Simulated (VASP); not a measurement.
Data:

```xyz
8
Lattice="-0.0033 4.2241 4.2342 4.2241 -0.0033 4.2342 2.1104 2.1104 0.0000" Properties=species:S:1:pos:R:3 pbc="T T T"
Ti     4.2208     4.2208     8.4459
Ti     4.2252     6.3269     6.3513
Ti     6.3269     4.2252     6.3513
Ti     4.2208     4.2208     4.2567
N      2.1104     2.1104     2.1171
N      4.2225     2.1088     4.2342
N      2.1088     4.2225     4.2342
C      4.2208     4.2208     6.3513
```

Computed with PBEsol GGA, VASP's PBE PAW potentials (set 64) (plane waves; VASP 6.6.1). Run with 520 eV cut-off, 7×7×14 Γ-centred mesh, tetrahedra with Blöchl corrections, potentials Ti_sv N C.

For a metal the tetrahedron method with Blöchl corrections gives inexact stress and forces.

### Question
What does the run give for the energy per atom (σ→0), largest force, band gap (on the k-mesh) with the smallest direct gap where there is one?

### Answer

The band gap (on the k-mesh) is none (metal, semimetal or under 0.01 eV). The energy per atom (σ→0) is -10.292 eV/atom and the largest force is 0.067 eV/Å.

The absolute energy has meaning only against runs of the same code, potentials and settings.

The structure was generated: Ti4CN3 was put into an ordered model structure (Cmmm), which need not be its known phase. It was relaxed first. The electron count is odd and the run is not spin-polarised, which forces a metal.
